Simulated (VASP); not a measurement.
Calculation: revTPSS meta-GGA, VASP's PBE PAW potentials (set 64) (plane waves; VASP).

The input files of a VASP run:

File POSCAR:
```
HfB2
1.0
  1.5635426454  -2.7081355308   0.0000000000
  1.5635426454   2.7081355308   0.0000000000
  0.0000000000   0.0000000000   3.4502572276
Hf B
1 2
Cartesian
  1.5635426454   2.7081355308   3.4502572276
  1.5635426454   0.9027136490   1.7251286138
  1.5635426454  -0.9027136490   1.7251286138
```

KPOINTS_OPT:
```
k-points along high-symmetry lines
6
Line-mode
Reciprocal
  0.000000   0.000000   0.000000 ! GAMMA
 -0.000000   0.500000   0.000000 ! M

 -0.000000   0.500000   0.000000 ! M
 -0.333333   0.666667   0.000000 ! K

 -0.333333   0.666667   0.000000 ! K
  0.000000   0.000000   0.000000 ! GAMMA

  0.000000   0.000000   0.000000 ! GAMMA
  0.000000   0.000000   0.500000 ! A

  0.000000   0.000000   0.500000 ! A
 -0.000000   0.500000   0.500000 ! L

 -0.000000   0.500000   0.500000 ! L
 -0.333333   0.666667   0.500000 ! H

 -0.333333   0.666667   0.500000 ! H
  0.000000   0.000000   0.500000 ! A

 -0.000000   0.500000   0.500000 ! L
 -0.000000   0.500000   0.000000 ! M

 -0.333333   0.666667   0.500000 ! H
 -0.333333   0.666667   0.000000 ! K
```

INCAR:
```
! general
SYSTEM  = HfB2
PREC    = Accurate
ENCUT   = 520
LREAL   = .FALSE.
LASPH   = .TRUE.   ! aspherical one-centre terms

! electronic loop
EDIFF   = 1E-7
NELM    = 100
ALGO    = Normal
LMAXMIX = 6
LMIXTAU = .TRUE.

! smearing
ISMEAR  = -5   ! tetrahedra, Bloechl

! functional
METAGGA = RTPSS

! ions
ISIF    = 2   ! forces and stress, cell fixed

! output
LWAVE   = .FALSE.
LCHARG  = .FALSE.
LORBIT  = 11   ! lm-projected
NEDOS   = 601   ! DOS grid

! other
LEFG    = .TRUE.
```

**KPOINTS**
```
Automatic mesh
0
Gamma
13 13 10
0 0 0
```

POTCAR, in this order: Hf_pv B (PBE.64 set). Program: vasp_std.

The resulting files:

### OSZICAR
```
       N       E                     dE             d eps       ncg     rms          rms(c)
DAV:   1     0.119901165868E+03    0.11990E+03   -0.10038E+04  3024   0.160E+03
DAV:   2     0.342985512994E+02   -0.85603E+02   -0.79275E+02  3996   0.388E+02
DAV:   3     0.301563644383E+02   -0.41422E+01   -0.40131E+01  4228   0.656E+01
DAV:   4     0.300541921270E+02   -0.10217E+00   -0.10215E+00  4120   0.110E+01
DAV:   5     0.300508729510E+02   -0.33192E-02   -0.33611E-02  4376   0.154E+00    0.675E+01
DAV:   6     0.813590130295E+01   -0.21915E+02   -0.17463E+01  3024   0.639E+01    0.329E+01
DAV:   7     0.951141471082E+01    0.13755E+01   -0.51859E+00  3804   0.245E+01    0.128E+01
DAV:   8     0.792527264191E+01   -0.15861E+01   -0.73915E-01  3232   0.114E+01    0.105E+01
DAV:   9     0.840926021339E+01    0.48399E+00   -0.19983E-01  3752   0.469E+00    0.244E+00
DAV:  10     0.793298908758E+01   -0.47627E+00   -0.26626E-01  3080   0.710E+00    0.611E-01
DAV:  11     0.784658352056E+01   -0.86406E-01   -0.25544E-02  3724   0.210E+00    0.440E-01
DAV:  12     0.784640744300E+01   -0.17608E-03   -0.54443E-04  3560   0.287E-01    0.113E-01
DAV:  13     0.784653193715E+01    0.12449E-03   -0.51592E-04  3496   0.277E-01    0.140E-01
DAV:  14     0.784611691513E+01   -0.41502E-03   -0.16058E-04  3328   0.167E-01    0.680E-02
DAV:  15     0.784610147117E+01   -0.15444E-04   -0.71996E-06  3668   0.367E-02    0.830E-03
DAV:  16     0.784609795782E+01   -0.35134E-05   -0.75388E-07  3588   0.896E-03    0.394E-03
DAV:  17     0.784609852824E+01    0.57042E-06   -0.67262E-08  2076   0.290E-03    0.770E-03
DAV:  18     0.784609909527E+01    0.56704E-06   -0.16700E-08  1920   0.153E-03    0.152E-03
DAV:  19     0.784609892448E+01   -0.17079E-06   -0.14274E-08  1848   0.148E-03    0.195E-04
DAV:  20     0.784609889285E+01   -0.31630E-07   -0.10582E-09  1788   0.380E-04
   1 F= 0.78460989E+01 E0= 0.78460989E+01  d E =0.000000E+00
       N       E                     dE             ncg
```

File OUTCAR:
```
------------------------ aborting loop because EDIFF is reached ----------------------------------------
  FORCE on cell =-STRESS in cart. coord.  units (eV):
  Direction    XX          YY          ZZ          XY          YZ          ZX
  --------------------------------------------------------------------------------------
  Total        0.0412435      0.0412435     -0.0801507      0.0000000      0.0000000     -0.0000000
  in kB        2.2615427      2.2615431     -4.3949728      0.0000000      0.0000000     -0.0000000
  external PRESSURE =       0.0427044 kB  Pullay stress =       0.0000000 kB
  volume of cell :       29.22
      direct lattice vectors                 reciprocal lattice vectors
     1.563542645 -2.708135531  0.000000000     0.319786609 -0.184628869  0.000000000
     1.563542645  2.708135531  0.000000000     0.319786609  0.184628869  0.000000000
     0.000000000  0.000000000  3.450257228     0.000000000  0.000000000  0.289833463
 POSITION                                       TOTAL-FORCE (eV/Angst)
 -----------------------------------------------------------------------------------
      0.00000      0.00000      0.00000         0.000000     -0.000000     -0.000000
      1.56354      0.90271      1.72513         0.000000      0.000000     -0.000000
      1.56354     -0.90271      1.72513        -0.000000     -0.000000      0.000000
 -----------------------------------------------------------------------------------
    total drift:                                0.000000     -0.000000      0.000000
  FREE ENERGIE OF THE ION-ELECTRON SYSTEM (eV)
  ---------------------------------------------------
  free  energy   TOTEN  =         7.8460988929 eV

  energy  without entropy=        7.8460988929  energy(sigma->0) =        7.84609889

 total charge

# of ion       s       p       d       tot
------------------------------------------
    1        0.300   6.593   1.880   8.774
    2        0.678   1.281   0.000   1.959
    3        0.678   1.281   0.000   1.959
--------------------------------------------------
tot          1.656   9.155   1.880  12.691

 Electric field gradients after diagonalization (V/A^2)
 (convention: |V_zz| > |V_xx| > |V_yy|)
----------------------------------------------------------------------
 ion       V_xx      V_yy      V_zz     asymmetry (V_yy - V_xx)/ V_zz
----------------------------------------------------------------------
   1     -38.877   -38.873    77.750       0.000
   2      -0.629    -0.629     1.259       0.000
   3      -0.629    -0.629     1.259       0.000
```
(Selected blocks of OUTCAR.)

File OUTCAR:
```
 val. band max:        7.9439212234   @ k =   0.0769   0.0000   0.3000

 cond. band min:       7.5106062472   @ k =   0.1538   0.1538   0.2000


 Fermi energy:         7.9502707607

 k-point     1 :       0.0000    0.0000    0.0000
  band No.  band energies     occupation
      1     -23.0422      2.00000
      2     -22.5392      2.00000
      3     -22.5392      2.00000
      4      -6.2419      2.00000
      5       4.6417      2.00000
      6       4.7834      2.00000
      7       4.7834      2.00000
      8       5.0007      2.00000
      9      11.9095      0.00000
     10      11.9095      0.00000
     11      12.5999      0.00000
     12      12.6000      0.00000

 k-point     2 :       0.0769    0.0000    0.0000
  band No.  band energies     occupation
      1     -23.0343      2.00000
      2     -22.5880      2.00000
      3     -22.5500      2.00000
      4      -6.1111      2.00000
      5       4.4076      2.00000
      6       4.7715      2.00000
      7       4.7802      2.00000
      8       4.8831      2.00000
      9      11.5030      0.00000
     10      11.8159      0.00000
     11      11.9010      0.00000
     12      12.0791      0.00000

 k-point     3 :       0.1538    0.0000    0.0000
  band No.  band energies     occupation
      1     -23.0123      2.00000
      2     -22.7210      2.00000
      3     -22.5797      2.00000
      4      -5.7314      2.00000
      5       3.4938      2.00000
      6       4.5910      2.00000
      7       4.7493      2.00000
      8       5.0905      2.00000
      9      10.4144      0.00000
     10      11.5480      0.00000
     11      11.5704      0.00000
     12      12.2689      0.00000

 k-point     4 :       0.2308    0.0000    0.0000
  band No.  band energies     occupation
      1     -22.9812      2.00000
      2     -22.9031      2.00000
      3     -22.6212      2.00000
      4      -5.1351      2.00000
      5       2.3525      2.00000
      6       4.2427      2.00000
...
```

For a metal the tetrahedron method with Blöchl corrections gives inexact stress and forces. Unless said otherwise, spin-orbit coupling is left out, though it shifts the bands of the heavy elements here.

The compound is HfB2 in the AlB2 type structure. It was relaxed first.
